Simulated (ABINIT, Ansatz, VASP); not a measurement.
Code comparison for N2 (P1, 4 atoms in the cell)

Self-consistent single point, at a second geometry (atoms moved at random). First geometry:

```xyz
4
Lattice="4.1672 0.0000 0.0000 -2.0836 3.6089 0.0000 0.0000 0.0000 7.0060" Properties=species:S:1:pos:R:3 pbc="T T T"
N      0.0000     2.4060     2.3045
N      2.0836     1.2030     4.7015
N      2.0836     1.2030     5.8075
N      0.0000     2.4060     1.1985
```

Second geometry:
```yaml
crystal:
  lattice:
    - [4.16723, 0.00000, 0.00000]
    - [-2.08361, 3.60893, 0.00000]
    - [0.00000, 0.00000, 7.00600]
  atoms:
    - { symbol: N, position: [0.33771, 0.66953, 0.33720] }
    - { symbol: N, position: [0.67308, 0.33230, 0.66199] }
    - { symbol: N, position: [0.67125, 0.34460, 0.82761] }
    - { symbol: N, position: [0.31795, 0.65357, 0.17320] }
```

Shared settings, as Ansatz (a program for electronic structure) writes them: kpoints.mp_grid.grid = 5 5 3; scf.occupations.method = fixed. Potentials and cutoffs stand in the table.

| code | model | ΔF from the first geometry (meV/atom) | pressure (GPa) | largest force (eV/Å) | gap on the mesh (eV) | cutoff |
|---|---|---|---|---|---|---|
| ABINIT | LDA (PW92), norm-conserving pseudopotentials (PseudoDojo nc-sr-04 LDA standard) | 106.8 | -8.50 | 7.349 | 6.298 | 1143 eV |
| VASP | LDA (PZ), VASP's LDA PAW potentials (set 64) | 91.5 | -10.82 | 6.988 | 6.306 | 400 eV |
| Ansatz | LDA (PW92), PAW files made with PBE | 121.0 | -9.36 | 7.857 | 6.344 | 420 eV |

Size of the force on each atom (eV/Å): Sizes of forces hide their directions.

| code | N1 | N2 | N3 | N4 |
|---|---|---|---|---|
| ABINIT | 6.396 | 7.349 | 7.349 | 6.396 |
| VASP | 5.968 | 6.987 | 6.988 | 5.969 |
| Ansatz | 6.922 | 7.857 | 7.856 | 6.922 |

Gaps are read on the mesh.

The spread over the programs that give each value: ΔF from the first geometry within 29.5 meV/atom; pressure within 2.32 GPa; largest force within 0.869 eV/Å; gap on the mesh within 0.046 eV.

Ansatz's pressure is given at a fixed set of plane waves, as the other plane-wave codes print theirs; with its correction for the finite basis it is -9.11 GPa (the shift of 0.26 GPa shows how far the cutoff is from converged). The same LDA comes in different parametrisations, which differ slightly. In the pressure, VASP (by 1.45) lies more than 1 GPa from the median of the plane-wave programs.

VASP's run is marked for a possible Pulay error in its stress at this cutoff; no cutoff test was made.

VASP ran the fixed occupations as a Gaussian smearing of 0.01 eV.

The starting cell comes from a database of computed structures (which also holds hypothetical and non-ambient phases and stackings), without a prior relaxation at this level. For this run, on top of that: atoms moved at random.

Left out of this page: Quantum ESPRESSO, GPAW, CP2K, FLEUR and SIESTA (not drawn, or without a comparable value).

Keys are those of Ansatz 0.2.
